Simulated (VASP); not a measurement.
All values below come from PBE GGA, VASP's PBE PAW potentials (set 64) (plane waves; VASP).

Input for VASP

### INCAR
```
ALGO = Normal
EDIFF = 1E-6
ENCUT = 400
GGA = PE
ISIF = 2
ISMEAR = 1
ISPIN = 2
LASPH = .TRUE.
LCHARG = .FALSE.
LMAXMIX = 6
LORBIT = 10
LREAL = .FALSE.
LWAVE = .FALSE.
MAGMOM = 3.0 0.0
NELM = 100
NUPDOWN = 1
PREC = Accurate
SIGMA = 0.1
SYSTEM = FePt
```

File KPOINTS:
```
Automatic mesh
0
Gamma
12 12 9
0 0 0
```

**POSCAR**
```
FePt
1
    2.7200000000     0.0000000000     0.0000000000
    0.0000000000     2.7200000000     0.0000000000
    0.0000000000     0.0000000000     3.7100000000
Fe Pt
1 1
Direct
  0.0000000000   0.0000000000   0.0000000000
  0.5000000000   0.5000000000   0.5000000000
```

POTCAR, in this order: Fe Pt (PBE.64 set). Program: vasp_std.

Output

OSZICAR:
```
       N       E                     dE             d eps       ncg     rms          rms(c)
DAV:   1     0.786217913363E+02    0.78622E+02   -0.74639E+03  8768   0.108E+03
DAV:   2    -0.129007020766E+02   -0.91522E+02   -0.82391E+02  8624   0.231E+02
DAV:   3    -0.154450375964E+02   -0.25443E+01   -0.24594E+01 10634   0.465E+01
DAV:   4    -0.154729157245E+02   -0.27878E-01   -0.27866E-01  9563   0.425E+00
DAV:   5    -0.154737033671E+02   -0.78764E-03   -0.78760E-03 11216   0.809E-01    0.176E+01
DAV:   6    -0.176586382843E+02   -0.21849E+01   -0.12631E+01  9016   0.794E+01    0.227E+01
DAV:   7    -0.144545497030E+02    0.32041E+01   -0.11790E+01 10726   0.860E+01    0.865E+00
DAV:   8    -0.141922984942E+02    0.26225E+00   -0.57319E-01 11311   0.125E+01    0.258E+00
DAV:   9    -0.141683618513E+02    0.23937E-01   -0.27377E-02 12885   0.279E+00    0.110E+00
DAV:  10    -0.141632372916E+02    0.51246E-02   -0.31613E-03 12527   0.111E+00    0.443E-01
DAV:  11    -0.141623794895E+02    0.85780E-03   -0.95056E-04 11835   0.420E-01    0.168E-01
DAV:  12    -0.141622621174E+02    0.11737E-03   -0.17454E-04 11577   0.161E-01    0.703E-02
DAV:  13    -0.141622562793E+02    0.58382E-05   -0.20060E-05 12720   0.628E-02    0.314E-02
DAV:  14    -0.141622585759E+02   -0.22966E-05   -0.39271E-06  6508   0.240E-02    0.136E-02
DAV:  15    -0.141622594079E+02   -0.83200E-06   -0.40497E-06  6756   0.249E-02
   1 F= -.14162259E+02 E0= -.14162327E+02  d E =0.202757E-03  mag=     1.0000
```

File OUTCAR:
```
------------------------ aborting loop because EDIFF is reached ----------------------------------------
  FORCE on cell =-STRESS in cart. coord.  units (eV):
  Direction    XX          YY          ZZ          XY          YZ          ZX
  --------------------------------------------------------------------------------------
  Total       -2.0842309     -2.0842309     -1.0742606      0.0000000      0.0000000      0.0000000
  in kB     -121.6591243   -121.6591243    -62.7059181      0.0000000      0.0000000      0.0000000
  external PRESSURE =    -102.0080556 kB  Pullay stress =       0.0000000 kB
  volume of cell :       27.45
      direct lattice vectors                 reciprocal lattice vectors
     2.720000000  0.000000000  0.000000000     0.367647059  0.000000000  0.000000000
     0.000000000  2.720000000  0.000000000     0.000000000  0.367647059  0.000000000
     0.000000000  0.000000000  3.710000000     0.000000000  0.000000000  0.269541779
 POSITION                                       TOTAL-FORCE (eV/Angst)
 -----------------------------------------------------------------------------------
      0.00000      0.00000      0.00000         0.000000      0.000000      0.000000
      1.36000      1.36000      1.85500         0.000000      0.000000      0.000000
 -----------------------------------------------------------------------------------
    total drift:                                0.000000     -0.000000     -0.000000
  FREE ENERGIE OF THE ION-ELECTRON SYSTEM (eV)
  ---------------------------------------------------
  free  energy   TOTEN  =       -14.1622594079 eV

  energy  without entropy=      -14.1624621645  energy(sigma->0) =      -14.16232699

 total charge

# of ion       s       p       d       tot
------------------------------------------
    1        0.399   0.439   6.223   7.062
    2        0.715   0.675   7.965   9.355
--------------------------------------------------
tot          1.114   1.115  14.188  16.417

 magnetization (x)

# of ion       s       p       d       tot
------------------------------------------
    1       -0.000  -0.005   1.036   1.030
    2       -0.013  -0.035   0.019  -0.030
--------------------------------------------------
tot         -0.014  -0.040   1.055   1.001
```
(Selected blocks of OUTCAR.)

The compound is FePt in the L1_0 structure. The cell was not relaxed at this level. The run is one of a series of settings (NUPDOWN = 1 against the base run), some of them coarse on purpose.
